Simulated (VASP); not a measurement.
Crystal: ZnCd2SeS2.

```
Zn Cd Se S
1.0
     3.28612   -5.54804    0.00000
     3.28612    5.54804    0.00000
     0.00000    0.00000    3.51316
Zn Cd Se S
1 2 1 2
Direct
  0.00000 0.00000 0.00000
  0.67171 0.32829 0.00000
  0.32829 0.67171 0.00000
  0.50000 0.50000 0.50000
  0.50000 0.00000 0.50000
  0.00000 0.50000 0.50000
```

The cell was built by a generator and needn't be a form met in nature.

| Quantity | Value |
| --- | --- |
| Program | VASP 6.6.1 |
| Task | relaxation of cell and atoms |
| Functional | PBE |
| Potentials or basis | VASP PAW PBE potentials, release 64 (Zn, Cd, Se, S) |
| Cutoff | 520 eV |
| k mesh | 3 × 3 × 4 |
| Occupations | gaussian, width 0.15 eV |
| Spin | no spin polarisation |

At the start: pressure 12.1 GPa; volume 21.35 Å³/atom.

Problem. Where does the relaxation end?

Solution. Over 18 steps the energy falls by 199.9 meV/atom and the volume is 24.30 Å³/atom (+13.8 %); space group Cmmm (No. 65, to 0.05 Å).

The path:
```csv
step,energy change (eV),largest force (eV/Å),pressure (GPa),volume (Å³)
1,0.0000,0.9392,12.14,128.10
2,-0.7934,0.3477,-2.09,160.47
3,-0.8402,0.4349,-0.20,152.76
4,-0.8603,0.3811,-0.01,152.40
5,-0.9151,0.2140,0.12,151.32
6,-0.9860,0.0048,-0.01,149.08
7,-1.0042,0.2158,0.80,144.33
8,-1.0112,0.0654,0.61,146.76
9,-1.0277,0.0878,0.29,146.86
10,-1.0734,0.0808,0.30,147.13
11,-1.1418,0.0907,-0.35,147.47
12,-1.0376,0.7110,-0.55,147.43
13,-1.1557,0.0918,-0.33,147.54
14,-1.1588,0.2093,-0.37,147.58
15,-1.1601,0.1182,-0.54,147.57
16,-1.1765,0.1079,-0.01,146.39
17,-1.1896,0.0695,0.79,144.40
18,-1.1991,0.0443,0.29,145.82
```

Final structure:
```yaml
crystal:
  lattice:
    - [3.79905, -5.09368, 0.00000]
    - [3.79905, 5.09368, 0.00000]
    - [0.00000, 0.00000, 3.76764]
  atoms:
    - { symbol: Zn, position: [0.00000, 0.00000, 0.00000] }
    - { symbol: Cd, position: [0.72054, 0.27946, 0.00000] }
    - { symbol: Cd, position: [0.27946, 0.72054, 0.00000] }
    - { symbol: Se, position: [0.50000, 0.50000, 0.50000] }
    - { symbol: S, position: [0.50000, 0.00000, 0.50000] }
    - { symbol: S, position: [0.00000, 0.50000, 0.50000] }
```

Caveat: the k mesh is coarse (spacing up to 0.45 Å⁻¹), so the values aren't converged.
